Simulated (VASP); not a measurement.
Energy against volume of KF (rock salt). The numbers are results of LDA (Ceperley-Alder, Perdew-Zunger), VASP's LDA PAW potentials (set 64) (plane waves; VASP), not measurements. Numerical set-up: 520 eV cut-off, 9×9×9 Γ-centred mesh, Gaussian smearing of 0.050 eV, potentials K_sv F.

```
V (Å³/atom)  E (eV/atom)
-----------  -----------
16.772          -4.53302
17.291          -4.53590
17.809          -4.53450
18.328          -4.52948
```

Problem. Fit these four points and predict the energy of the run at 16.253 Å³/atom.

Solution. A cubic in V^(−2/3), the third-order Birch-Murnaghan form, passes through the four points with V0 = 17.37 Å³/atom and B0 = 43 GPa, and gives -4.5251 eV/atom there. The run gave -4.5249 eV/atom, +0.1 meV/atom from the fit; all five points give B0 = 43 GPa.

The compound is KF in the rock salt structure. It was relaxed first, which changed the volume by -9 %.
